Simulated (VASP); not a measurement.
Level of theory: PBE GGA with D3 dispersion (zero damping), VASP's PBE PAW potentials (set 64) (plane waves; VASP).

Input for VASP

File KPOINTS:
```
Automatic mesh
0
Gamma
6 6 4
0 0 0
```

### POSCAR
```
Se
1
    2.1257599090    -3.6819241538     0.0000000000
    2.1257599090     3.6819241538    -0.0000000000
    0.0000000000     0.0000000000     5.0914808757
Se
3
Direct
  0.0000000000   0.2348874408   0.6666670000
  0.7651125592   0.7651125592   0.0000000000
  0.2348874408   0.0000000000   0.3333330000
```

**INCAR**
```
ALGO  =  Normal
EDIFF  =  1E-6
EDIFFG  =  -0.02
ENCUT  =  520
GGA  =  PE
IBRION  =  2
ISIF  =  3
ISMEAR  =  0
IVDW  =  11
LASPH  =  T
LCHARG  =  F
LMAXMIX  =  4
LREAL  =  F
LWAVE  =  F
NELM  =  100
NSW  =  60
PREC  =  Accurate
SIGMA  =  0.05
SYSTEM  =  Se
```

POTCAR, in this order: Se (PBE.64 set). Program: vasp_std.

The run wrote:

File OSZICAR:
```
       N       E                     dE             d eps       ncg     rms          rms(c)
DAV:   1     0.893733225241E+02    0.89373E+02   -0.73225E+03   624   0.115E+03
DAV:   2    -0.406365621621E+01   -0.93437E+02   -0.89532E+02   845   0.177E+02
DAV:   3    -0.104898066811E+02   -0.64262E+01   -0.63916E+01   719   0.532E+01
DAV:   4    -0.105547873895E+02   -0.64981E-01   -0.64923E-01   744   0.625E+00
DAV:   5    -0.105553253126E+02   -0.53792E-03   -0.53790E-03   754   0.570E-01    0.664E+00
DAV:   6    -0.105025113856E+02    0.52814E-01   -0.37751E-02   694   0.144E+00    0.411E+00
DAV:   7    -0.104862236541E+02    0.16288E-01   -0.72777E-02   664   0.199E+00    0.191E-01
DAV:   8    -0.104854826196E+02    0.74103E-03   -0.10457E-02   659   0.727E-01    0.104E-01
DAV:   9    -0.104855924072E+02   -0.10979E-03   -0.30771E-04   814   0.138E-01    0.303E-02
DAV:  10    -0.104856191027E+02   -0.26696E-04   -0.52903E-05   674   0.574E-02    0.871E-03
DAV:  11    -0.104856218558E+02   -0.27531E-05   -0.11272E-05   724   0.229E-02    0.384E-03
DAV:  12    -0.104856214109E+02    0.44491E-06   -0.24991E-06   539   0.115E-02
   1 F= -.11116648E+02 E0= -.11116648E+02  d E =-.111166E+02
       N       E                     dE             d eps       ncg     rms          rms(c)
DAV:   1    -0.104842543166E+02    0.13675E-02   -0.39755E-02   634   0.121E+00    0.177E-01
DAV:   2    -0.104832265127E+02    0.10278E-02   -0.14813E-03   654   0.245E-01    0.926E-02
DAV:   3    -0.104828958512E+02    0.33066E-03   -0.11450E-03   644   0.191E-01    0.241E-02
DAV:   4    -0.104828971496E+02   -0.12984E-05   -0.21587E-05   704   0.339E-02    0.141E-02
DAV:   5    -0.104828978908E+02   -0.74112E-06   -0.57933E-06   709   0.163E-02
   2 F= -.11117058E+02 E0= -.11117058E+02  d E =-.409900E-03
       N       E                     dE             d eps       ncg     rms          rms(c)
DAV:   1    -0.104826933762E+02    0.20377E-03   -0.19285E-04   644   0.838E-02    0.113E-02
DAV:   2    -0.104826890050E+02    0.43712E-05   -0.67386E-06   669   0.168E-02    0.616E-03
DAV:   3    -0.104826878560E+02    0.11490E-05   -0.50270E-06   659   0.128E-02    0.174E-03
DAV:   4    -0.104826878831E+02   -0.27093E-07   -0.10401E-07   352   0.242E-03
   3 F= -.11117061E+02 E0= -.11117061E+02  d E =-.413757E-03
       N       E                     dE             d eps       ncg     rms          rms(c)
DAV:   1    -0.104823742025E+02    0.31365E-03   -0.27293E-02   624   0.976E-01    0.109E-01
DAV:   2    -0.104821819208E+02    0.19228E-03   -0.95834E-04   669   0.212E-01    0.480E-02
DAV:   3    -0.104821058235E+02    0.76097E-04   -0.18950E-04   724   0.823E-02    0.209E-02
DAV:   4    -0.104821037227E+02    0.21008E-05   -0.23949E-05   719   0.318E-02    0.787E-03
DAV:   5    -0.104821040147E+02   -0.29200E-06   -0.91347E-07   372   0.777E-03
   4 F= -.11117440E+02 E0= -.11117440E+02  d E =-.378853E-03
       N       E                     dE             d eps       ncg     rms          rms(c)
DAV:   1    -0.104821717611E+02   -0.68038E-04   -0.24596E-01   624   0.293E+00    0.325E-01
DAV:   2    -0.104804411626E+02    0.17306E-02   -0.86135E-03   664   0.634E-01    0.144E-01
DAV:   3    -0.104797557588E+02    0.68540E-03   -0.17235E-03   719   0.249E-01    0.618E-02
DAV:   4    -0.104797385705E+02    0.17188E-04   -0.21263E-04   704   0.950E-02    0.237E-02
DAV:   5    -0.104797421730E+02   -0.36025E-05   -0.88759E-06   719   0.232E-02    0.756E-03
DAV:   6    -0.104797428359E+02   -0.66287E-06   -0.15354E-06   448   0.897E-03
   5 F= -.11117961E+02 E0= -.11117961E+02  d E =-.899479E-03
       N       E                     dE             d eps       ncg     rms          rms(c)
DAV:   1    -0.104785424875E+02    0.11997E-02   -0.28248E-02   624   0.101E+00    0.113E-01
DAV:   2    -0.104780902499E+02    0.45224E-03   -0.10690E-03   674   0.219E-01    0.633E-02
DAV:   3    -0.104779184619E+02    0.17179E-03   -0.52240E-04   644   0.129E-01    0.169E-02
DAV:   4    -0.104779187796E+02   -0.31774E-06   -0.10473E-05   759   0.229E-02    0.112E-02
DAV:   5    -0.104779190256E+02   -0.24604E-06   -0.21332E-06   474   0.102E-02
   6 F= -.11118137E+02 E0= -.11118137E+02  d E =-.175708E-03
       N       E                     dE             d eps       ncg     rms          rms(c)
DAV:   1    -0.104767190739E+02    0.11997E-02   -0.21936E-02   624   0.890E-01    0.991E-02
DAV:   2    -0.104763686196E+02    0.35045E-03   -0.83035E-04   674   0.193E-01    0.555E-02
DAV:   3    -0.104762355459E+02    0.13307E-03   -0.40418E-04   639   0.113E-01    0.150E-02
DAV:   4    -0.104762358003E+02   -0.25442E-06   -0.81911E-06   764   0.203E-02
   7 F= -.11118223E+02 E0= -.11118223E+02  d E =-.261666E-03
       N       E                     dE             d eps       ncg     rms          rms(c)
DAV:   1    -0.104745644237E+02    0.16711E-02   -0.87531E-02   624   0.178E+00    0.198E-01
DAV:   2    -0.104731761897E+02    0.13882E-02   -0.33286E-03   664   0.387E-01    0.111E-01
DAV:   3    -0.104726452491E+02    0.53094E-03   -0.15995E-03   639   0.226E-01    0.300E-02
DAV:   4    -0.104726459200E+02   -0.67089E-06   -0.33151E-05   764   0.407E-02    0.200E-02
DAV:   5    -0.104726468901E+02   -0.97012E-06   -0.68183E-06   664   0.180E-02
   8 F= -.11118194E+02 E0= -.11118194E+02  d E =-.233410E-03
       N       E                     dE             d eps       ncg     rms          rms(c)
DAV:   1    -0.104752721733E+02   -0.26263E-02   -0.26985E-02   624   0.987E-01    0.110E-01
DAV:   2    -0.104748477358E+02    0.42444E-03   -0.10189E-03   674   0.214E-01    0.619E-02
DAV:   3    -0.104746810755E+02    0.16666E-03   -0.48927E-04   639   0.125E-01    0.165E-02
DAV:   4    -0.104746809128E+02    0.16265E-06   -0.99375E-06   764   0.222E-02
   9 F= -.11118242E+02 E0= -.11118242E+02  d E =-.281537E-03
       N       E                     dE             d eps       ncg     rms          rms(c)
DAV:   1    -0.104742737240E+02    0.40735E-03   -0.79735E-03   624   0.540E-01    0.530E-02
DAV:   2    -0.104742515848E+02    0.22139E-04   -0.32596E-04   724   0.125E-01    0.223E-02
DAV:   3    -0.104742338429E+02    0.17742E-04   -0.27817E-05   679   0.311E-02    0.973E-03
DAV:   4    -0.104742310357E+02    0.28072E-05   -0.91317E-06   714   0.177E-02    0.370E-03
DAV:   5    -0.104742309425E+02    0.93174E-07   -0.23864E-07   342   0.383E-03
  10 F= -.11118318E+02 E0= -.11118318E+02  d E =-.750798E-04
       N       E                     dE             d eps       ncg     rms          rms(c)
DAV:   1    -0.104731880512E+02    0.10430E-02   -0.53065E-02   624   0.139E+00    0.136E-01
DAV:   2    -0.104730569903E+02    0.13106E-03   -0.22142E-03   724   0.325E-01    0.560E-02
DAV:   3    -0.104729428551E+02    0.11414E-03   -0.18056E-04   694   0.798E-02    0.251E-02
DAV:   4    -0.104729253339E+02    0.17521E-04   -0.61327E-05   704   0.462E-02    0.101E-02
DAV:   5    -0.104729253753E+02   -0.41374E-07   -0.17316E-06   470   0.103E-02
  11 F= -.11118371E+02 E0= -.11118371E+02  d E =-.128922E-03
```

### OUTCAR
```
------------------------ aborting loop because EDIFF is reached ----------------------------------------
 Edisp (eV)   -0.64545
  FORCE on cell =-STRESS in cart. coord.  units (eV):
  Direction    XX          YY          ZZ          XY          YZ          ZX
  --------------------------------------------------------------------------------------
  Total       0.01032     0.01032    -0.01864     0.00000    -0.00000     0.00000
  in kB       0.21214     0.21214    -0.38321     0.00000    -0.00000     0.00000
  external pressure =        0.01 kB  Pullay stress =        0.00 kB
  volume of cell :       77.94
      direct lattice vectors                 reciprocal lattice vectors
     2.094862134 -3.628407639  0.000000000     0.238679191 -0.137801496 -0.000000000
     2.094862134  3.628407639 -0.000000000     0.238679191  0.137801496  0.000000000
    -0.000000000 -0.000000000  5.127171581     0.000000000  0.000000000  0.195039309
 POSITION                                       TOTAL-FORCE (eV/Angst)
 -----------------------------------------------------------------------------------
      0.49821      0.86293      3.41812        -0.000104     -0.000180     -0.000000
      3.19330      0.00000      0.00000         0.000208      0.000000     -0.000000
      0.49821     -0.86293      1.70906        -0.000104      0.000180      0.000000
 -----------------------------------------------------------------------------------
    total drift:                               -0.000218     -0.000435      0.000010
  FREE ENERGIE OF THE ION-ELECTRON SYSTEM (eV)
  ---------------------------------------------------
  free  energy   TOTEN  =       -11.1183714019 eV

  energy  without entropy=      -11.1183714019  energy(sigma->0) =      -11.11837140

 reached required accuracy - stopping structural energy minimisation
```
(Selected blocks of OUTCAR.)

### CONTCAR
```
Se
   1.00000000000000
     2.0948621344906733   -3.6284076390854709    0.0000000000000000
     2.0948621344906733    3.6284076390854709   -0.0000000000000000
    -0.0000000000000000   -0.0000000000000000    5.1271715808476817
  Se
     3
Direct
     0.0000000000000264    0.2378257327884053    0.6666669999999968
     0.7621742672115684    0.7621742672115684    0.0000000000000000
     0.2378257327884053    0.0000000000000264    0.3333330000000032
```

Energy and stress use the plane-wave basis of the starting cell.

The compound is Se in the trig structure. This run relaxes it. Symmetry was kept, so distortions that lower it aren't found. The start is the result of an earlier pass.
